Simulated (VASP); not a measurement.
# NMgBrH2 in VASP: a series of runs, part 2 of 2

VASP 6.6.1.

## 7. Single point, r2SCAN0+D3(BJ)

File POSCAR:

```
MgH2BrN
1.0
   13.0000000000      0.0000000000      0.0000000000
    0.0000000000     13.0000000000      0.0000000000
    0.0000000000      0.0000000000     12.0000000000
N Mg Br H
1 1 1 2
Cartesian
    5.3619499700      7.2865000000      5.5626000000
    6.6769500200      6.1784000200      6.3066999600
    8.3152500600      4.7978000200      7.2333999600
    5.1736500400      8.2441999900      5.8172000400
    4.7107499400      7.0348999500      4.8345999600
```

File INCAR.step1:

```
PREC     = Accurate       # precision mode
ENCUT    = 520            # plane-wave cutoff, eV
EDIFF    = 1E-5           # SCF threshold, eV
ISMEAR   = 0              # smearing method
SIGMA    = 0.01           # smearing width, eV
LREAL    = F              # projectors in reciprocal space
LASPH    = T              # aspherical terms in the spheres
NELM     = 60             # most SCF steps
ALGO     = Normal         # electronic algorithm
ISIF     = 2              # what is computed and relaxed
LWAVE    = T              # write WAVECAR
LCHARG   = F              # write CHGCAR
GGA      = PE             # functional
```

File INCAR.step2:

```
PREC     = Accurate       # precision mode
ENCUT    = 520            # plane-wave cutoff, eV
EDIFF    = 1E-7           # SCF threshold, eV
ISMEAR   = 0              # smearing method
SIGMA    = 0.01           # smearing width, eV
LREAL    = F              # projectors in reciprocal space
LASPH    = T              # aspherical terms in the spheres
NELM     = 60             # most SCF steps
ALGO     = Normal         # electronic algorithm
ISIF     = 2              # what is computed and relaxed
LWAVE    = F              # write WAVECAR
LCHARG   = F              # write CHGCAR
METAGGA  = R2SCAN         # meta-GGA
LHFCALC  = T              # exact exchange
AEXX     = 0.25           # exact-exchange fraction
LMIXTAU  = T            
PRECFOCK = Fast         
HFRCUT   = -1           
IVDW     = 12             # dispersion correction
VDW_S6   = 1.0          
VDW_S8   = 1.1846       
VDW_A1   = 0.4534       
VDW_A2   = 5.8972       
ISTART   = 1
```

File KPOINTS:

```
regular mesh
0
Gamma
  1 1 1
```

Potentials or basis: VASP PAW PBE potentials, release 64 (N, Mg, Br, H).

On the command line:

```sh
$ cat potpaw_PBE.64/N/POTCAR potpaw_PBE.64/Mg/POTCAR potpaw_PBE.64/Br/POTCAR potpaw_PBE.64/H/POTCAR > POTCAR
$ cp INCAR.step1 INCAR
$ mpirun -np 1 vasp_gam > vasp.out
$ cp INCAR.step2 INCAR
$ mpirun -np 1 vasp_gam > vasp.out
```

OUTCAR:

```text
PREC = Accurate
   ENCUT = 520
   EDIFF = 1E-7
   ISMEAR = 0
   LREAL = F
   LASPH = T
   NELM = 60
   ISIF = 2
   METAGGA = R2SCAN
   LHFCALC = T
   AEXX = 0.25
   PRECFOCK = Fast
   IVDW = 12
   ISTART = 1
 IVDW          = 12

 ion  position               nearest neighbor table
[... 205 lines left out ...]

 Edisp (eV)   -0.02752

 E8    (eV) :    -0.0106

  FORCE on cell =-STRESS in cart. coord.  units (eV):
  Direction    XX          YY          ZZ          XY          YZ          ZX
  --------------------------------------------------------------------------------------
  -------------------------------------------------------------------------------------
  Total      -0.41502    -0.42700    -0.27211     0.22979     0.05011    -0.22523
  in kB      -0.32788    -0.33734    -0.21498     0.18154     0.03959    -0.17794
  external pressure =       -0.29 kB  Pullay stress =        0.00 kB

 VOLUME and BASIS-vectors are now :
 -----------------------------------------------------------------------------
  energy-cutoff  :      520.00
  volume of cell :     2028.00
      direct lattice vectors                 reciprocal lattice vectors
    13.000000000  0.000000000  0.000000000     0.076923077  0.000000000  0.000000000
     0.000000000 13.000000000  0.000000000     0.000000000  0.076923077  0.000000000
     0.000000000  0.000000000 12.000000000     0.000000000  0.000000000  0.083333333

 POSITION                                       TOTAL-FORCE (eV/Angst)
 -----------------------------------------------------------------------------------
      5.36195      7.28650      5.56260         0.002587      0.003061     -0.002986
      6.67695      6.17840      6.30670         0.011635     -0.008312      0.006969
      8.31525      4.79780      7.23340        -0.106863      0.087398     -0.055965
      5.17365      8.24420      5.81720         0.009468     -0.151079     -0.069162
      4.71075      7.03490      4.83460         0.083173      0.068932      0.121145
 -----------------------------------------------------------------------------------
    total drift:                               -0.000186     -0.001073     -0.012655

  FREE ENERGIE OF THE ION-ELECTRON SYSTEM (eV)
  ---------------------------------------------------
  free  energy   TOTEN  =       -36.9899860208 eV

  energy  without entropy=      -36.9899860208  energy(sigma->0) =      -36.98998602
```

OUTCAR.step1:

```text
PREC = Accurate
   ENCUT = 520
   EDIFF = 1E-5
   ISMEAR = 0
   LREAL = F
[... 224 lines left out ...]
      6.67695      6.17840      6.30670         0.081349     -0.067334      0.044338
      8.31525      4.79780      7.23340         0.065842     -0.056528      0.038615
      5.17365      8.24420      5.81720        -0.063694      0.331379      0.089856
      4.71075      7.03490      4.83460        -0.227310     -0.090215     -0.252919
 -----------------------------------------------------------------------------------
    total drift:                               -0.000005      0.000324      0.000132

  FREE ENERGIE OF THE ION-ELECTRON SYSTEM (eV)
  ---------------------------------------------------
  free  energy   TOTEN  =       -20.1991434524 eV

  energy  without entropy=      -20.1991434524  energy(sigma->0) =      -20.19914345
```

It took 11 min on 1 thread of AMD EPYC 9R45 (Zen 5), shared host; peak memory 1.7 GiB.

What came out:

```yaml
Free_energy: -36.9900 eV
Largest_force: 0.166 eV/Å
Gap_between_the_frontier_levels: 5.72 eV
Dispersion_energy_per_atom: -0.006 eV
```

Forces on the atoms (eV/Å):
```
N    0.003  0.003 -0.003
Mg   0.012 -0.008  0.007
Br  -0.107  0.087 -0.056
H    0.009 -0.151 -0.069
H    0.083  0.069  0.121
```

Caveat: the PAW data sets were made with another functional, which shifts forces and pressure a little.

## 8. The runs side by side

```csv
task,level,cell,grid for exact exchange (PRECFOCK),exchange at q = 0,gap on the mesh (eV),largest force (eV/Å)
single point,PBE,"atoms moved at random, drawn with an rms of 0.05 Å",-,-,3.30,6.65
relaxation of the atoms,PBE,"atoms relaxed from: atoms moved at random, drawn with an rms of 0.02 Å",-,-,3.20,0.01
atomic charges,PBE+TS,as given,-,-,3.26,0.35
electron localisation function,PBE,as given,-,-,3.26,0.35
relaxation of the atoms,SCAN+D3(BJ),atoms relaxed,-,-,3.93,0.01
single point,r2SCAN0+D3(BJ),as given,Fast,truncated,5.72,0.17
```

Alike in all rows: potentials or basis VASP PAW PBE potentials, release 64 (N, Mg, Br, H); no spin polarisation; k mesh 1 × 1 × 1; cutoff (eV) 520; smearing gaussian 0.01 eV.

On the cell as given the gap runs from 3.26 eV (PBE+TS) to 5.72 eV (r2SCAN0+D3(BJ)).

Caveats: the PAW data sets were made with another functional, which shifts forces and pressure a little (some runs).

Absolute energies hang on the potentials; compare differences alone.
